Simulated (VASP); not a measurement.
All values below come from RPBE GGA, VASP's PBE PAW potentials (set 64) (plane waves; VASP 6.6.1).

VASP ran on this input.

**POSCAR**
```
CeO2
1
    0.0000000000     2.7527921076     2.7527921076
    2.7527921076     0.0000000000     2.7527921076
    2.7527921076     2.7527921076     0.0000000000
Ce O
1 2
Direct
  0.0000000000   0.0000000000   0.0000000000
  0.2500000000   0.2500000000   0.2500000000
  0.7500000000   0.7500000000   0.7500000000
```

### KPOINTS
```
K-points
0
gamma
7 7 7
0 0 0
```

INCAR:
```
ALGO  =  Normal
EDIFF  =  1E-7
ENCUT  =  520
GGA  =  RP
ISIF  =  2
ISMEAR  =  0
LASPH  =  .TRUE.
LCHARG  =  .FALSE.
LMAXMIX  =  6
LREAL  =  .FALSE.
LWAVE  =  .FALSE.
NELM  =  100
PREC  =  Accurate
SIGMA  =  0.05
SYSTEM  =  CeO2
```

POTCAR, in this order: Ce O (PBE.64 set). Program: vasp_std.

What VASP printed:

**OSZICAR**
```
       N       E                     dE             d eps       ncg     rms          rms(c)
DAV:   1     0.230523592671E+03    0.23052E+03   -0.11600E+04   640   0.201E+03
DAV:   2     0.497047308736E-01   -0.23047E+03   -0.22155E+03  1080   0.303E+02
DAV:   3    -0.289809136122E+02   -0.29031E+02   -0.25608E+02   776   0.147E+02
DAV:   4    -0.304335029297E+02   -0.14526E+01   -0.14523E+01  1080   0.315E+01
DAV:   5    -0.304983555260E+02   -0.64853E-01   -0.64849E-01  1080   0.584E+00    0.273E+01
DAV:   6    -0.292653341963E+02    0.12330E+01   -0.10529E+02   976   0.586E+01    0.323E+01
DAV:   7    -0.272164453840E+02    0.20489E+01   -0.23704E+02  1056   0.135E+02    0.195E+01
DAV:   8    -0.265893391192E+02    0.62711E+00   -0.40775E+00   832   0.217E+01    0.136E+01
DAV:   9    -0.250914540594E+02    0.14979E+01   -0.64531E+00   952   0.211E+01    0.238E+00
DAV:  10    -0.250365095573E+02    0.54945E-01   -0.23040E-01  1072   0.442E+00    0.178E+00
DAV:  11    -0.249941585880E+02    0.42351E-01   -0.66525E-02   976   0.246E+00    0.145E+00
DAV:  12    -0.249501937965E+02    0.43965E-01   -0.16506E-01   992   0.389E+00    0.696E-01
DAV:  13    -0.249561396647E+02   -0.59459E-02   -0.19671E-01  1008   0.397E+00    0.109E+00
DAV:  14    -0.249489295291E+02    0.72101E-02   -0.12436E-01   976   0.320E+00    0.304E-01
DAV:  15    -0.249484702196E+02    0.45931E-03   -0.10507E-02   992   0.955E-01    0.103E-01
DAV:  16    -0.249484571745E+02    0.13045E-04   -0.15101E-03   904   0.395E-01    0.603E-02
DAV:  17    -0.249485041767E+02   -0.47002E-04   -0.12174E-03   952   0.332E-01    0.638E-02
DAV:  18    -0.249484635879E+02    0.40589E-04   -0.10547E-04   984   0.983E-02    0.373E-02
DAV:  19    -0.249484454230E+02    0.18165E-04   -0.11999E-04  1008   0.957E-02    0.447E-03
DAV:  20    -0.249484446204E+02    0.80263E-06   -0.13536E-05  1024   0.338E-02    0.676E-03
DAV:  21    -0.249484444947E+02    0.12571E-06   -0.52084E-07   888   0.555E-03    0.486E-03
DAV:  22    -0.249484444808E+02    0.13861E-07   -0.21013E-06   792   0.127E-02    0.246E-04
DAV:  23    -0.249484444862E+02   -0.53151E-08   -0.34691E-08   384   0.172E-03
   1 F= -.24948444E+02 E0= -.24948444E+02  d E =-.662078E-18
```

### OUTCAR
```
------------------------ aborting loop because EDIFF is reached ----------------------------------------
  FORCE on cell =-STRESS in cart. coord.  units (eV):
  Direction    XX          YY          ZZ          XY          YZ          ZX
  --------------------------------------------------------------------------------------
  Total        0.0016188      0.0016188      0.0016188     -0.0000000      0.0000000     -0.0000000
  in kB        0.0621666      0.0621666      0.0621666     -0.0000000      0.0000000     -0.0000000
  external PRESSURE =       0.0621666 kB  Pullay stress =       0.0000000 kB
  volume of cell :       41.72
      direct lattice vectors                 reciprocal lattice vectors
     0.000000000  2.752792108  2.752792108    -0.181633767  0.181633767  0.181633767
     2.752792108  0.000000000  2.752792108     0.181633767 -0.181633767  0.181633767
     2.752792108  2.752792108  0.000000000     0.181633767  0.181633767 -0.181633767
 POSITION                                       TOTAL-FORCE (eV/Angst)
 -----------------------------------------------------------------------------------
      0.00000      0.00000      0.00000        -0.000000     -0.000000     -0.000000
      1.37640      1.37640      1.37640         0.000000      0.000000      0.000000
      4.12919      4.12919      4.12919        -0.000000     -0.000000     -0.000000
 -----------------------------------------------------------------------------------
    total drift:                                0.000000     -0.000000      0.000000
  FREE ENERGIE OF THE ION-ELECTRON SYSTEM (eV)
  ---------------------------------------------------
  free  energy   TOTEN  =       -24.9484444862 eV

  energy  without entropy=      -24.9484444862  energy(sigma->0) =      -24.94844449
```
(Selected blocks of OUTCAR.)

The compound is CeO2 in the fluorite structure. It was relaxed first, which changed the volume by +5 %. The run is not spin-polarised, so no magnetic state was tried.
